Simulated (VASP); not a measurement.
These are PBE GGA, VASP's PBE PAW potentials (set 64) (plane waves; VASP 6.6.1) values and carry that method's errors.

The input files of a VASP run:

### KPOINTS
```
Automatic mesh
0
gamma
  10 10 10
```

File POSCAR:
```
NaF
1
    0.0000000000     2.2522070990     2.2522070990
    2.2522070990     0.0000000000     2.2522070990
    2.2522070990     2.2522070990     0.0000000000
Na F
1 1
Direct
  0.0000000000   0.0000000000   0.0000000000
  0.5000000000   0.5000000000   0.5000000000
```

**INCAR**
```
SYSTEM  =  NaF
PREC  =  Accurate; ENCUT  =  600; LREAL  =  .False.
LASPH  =  .True.
EDIFF  =  1E-7; NELM  =  100; ALGO  =  Normal
ISMEAR  =  0; SIGMA  =  0.05
GGA  =  PE
ISIF  =  2
LWAVE  =  .False.; LCHARG  =  .False.
```

POTCAR, in this order: Na_pv F (PBE.64 set). Program: vasp_std.

What VASP printed:

### OUTCAR
```
 ion  position               nearest neighbor table
   1  0.000  0.000  0.000-   2 2.25   2 2.25   2 2.25   2 2.25   2 2.25   2 2.25
   2  0.500  0.500  0.500-   1 2.25   1 2.25   1 2.25   1 2.25   1 2.25   1 2.25
  LATTYP: Found a face centered cubic cell.
 ALAT       =     4.5044141980
 Subroutine PRICEL returns:
 Original cell was already a primitive cell.
 Subroutine GETGRP returns: Found 48 space group operations
The static configuration has the point symmetry O_h .
The dynamic configuration has the point symmetry O_h .
 Subroutine INISYM returns: Found 48 space group operations
 Subroutine IBZKPT returns following result:
 Found     47 irreducible k-points:

 Following reciprocal coordinates:
            Coordinates               Weight
  0.000000  0.000000  0.000000      1.000000
  0.100000  0.000000  0.000000      8.000000
  0.200000  0.000000  0.000000      8.000000
  0.300000  0.000000  0.000000      8.000000
  0.400000  0.000000  0.000000      8.000000
  0.500000  0.000000  0.000000      4.000000
  0.100000  0.100000  0.000000      6.000000
  0.200000  0.100000  0.000000     24.000000
  0.300000  0.100000  0.000000     24.000000
...
```

File OSZICAR:
```
       N       E                     dE             d eps       ncg     rms          rms(c)
DAV:   1     0.120119777353E+03    0.12012E+03   -0.88920E+03  1051   0.179E+03
DAV:   2    -0.260831546896E+01   -0.12273E+03   -0.11428E+03  1093   0.395E+02
DAV:   3    -0.931884853272E+01   -0.67105E+01   -0.66920E+01  1196   0.921E+01
DAV:   4    -0.938847808104E+01   -0.69630E-01   -0.69620E-01  1115   0.100E+01
DAV:   5    -0.938923465421E+01   -0.75657E-03   -0.75656E-03  1216   0.106E+00    0.544E+00
DAV:   6    -0.850936413825E+01    0.87987E+00   -0.36790E+00  1280   0.198E+01    0.178E+00
DAV:   7    -0.849978437240E+01    0.95798E-02   -0.28197E-02  1046   0.258E+00    0.104E+00
DAV:   8    -0.850074338736E+01   -0.95901E-03   -0.25541E-02  1040   0.384E+00    0.113E-01
DAV:   9    -0.850144490372E+01   -0.70152E-03   -0.32757E-03  1205   0.672E-01    0.700E-02
DAV:  10    -0.850140586548E+01    0.39038E-04   -0.39482E-04  1052   0.317E-01    0.110E-02
DAV:  11    -0.850140438672E+01    0.14788E-05   -0.11651E-05  1142   0.457E-02    0.169E-03
DAV:  12    -0.850140431967E+01    0.67048E-07   -0.81260E-07  1067   0.122E-02
   1 F= -.85014043E+01 E0= -.85014043E+01  d E =-.774116E-16
```

OUTCAR:
```
------------------------ aborting loop because EDIFF is reached ----------------------------------------
  FORCE on cell =-STRESS in cart. coord.  units (eV):
  Direction    XX          YY          ZZ          XY          YZ          ZX
  --------------------------------------------------------------------------------------
  Total        1.0760870      1.0760870      1.0760870     -0.0000000      0.0000000      0.0000000
  in kB       75.4575997     75.4575997     75.4575997     -0.0000000      0.0000000      0.0000000
  external PRESSURE =      75.4575997 kB  Pullay stress =       0.0000000 kB
  volume of cell :       22.85
      direct lattice vectors                 reciprocal lattice vectors
     0.000000000  2.252207099  2.252207099    -0.222004451  0.222004451  0.222004451
     2.252207099  0.000000000  2.252207099     0.222004451 -0.222004451  0.222004451
     2.252207099  2.252207099  0.000000000     0.222004451  0.222004451 -0.222004451
  FREE ENERGIE OF THE ION-ELECTRON SYSTEM (eV)
  ---------------------------------------------------
  free  energy   TOTEN  =        -8.5014043197 eV

  energy  without entropy=       -8.5014043197  energy(sigma->0) =       -8.50140432
```
(Selected blocks of OUTCAR.)

The compound is NaF in the rock salt structure. This cell was strained or had an atom moved on purpose.
